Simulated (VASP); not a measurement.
Here is the system:

```
ScSi
1.0
    0.00000     2.73860     2.73860
    2.73860     0.00000     2.73860
    2.73860     2.73860     0.00000
Sc Si
1 1
Direct
  0.00000   0.00000   0.00000
  0.50000   0.50000   0.50000
```

Computed with r2SCAN meta-GGA, VASP's PBE PAW potentials (set 64) (plane waves; VASP). Run with 400 eV cut-off, 13×13×13 Γ-centred mesh, tetrahedra with Blöchl corrections, potentials Sc_sv Si.

Estimate the energy per atom (σ→0), band gap (over mesh and band path) with the smallest direct gap where there is one.

```
Property                                                              Result
----------------------------------  ----------------------------------------
band gap (over mesh and band path)  none (metal, semimetal or under 0.01 eV)
energy per atom (σ→0)                                        -10.459 eV/atom
```

Total energies compare only between runs with the same potentials, cut-off and functional.

The structure was generated: ScSi was put into the rock salt type (Fm-3m), which need not be its known phase. It was relaxed first, which changed the volume by -27 %. The electron count is odd and the run is not spin-polarised, which forces a metal.
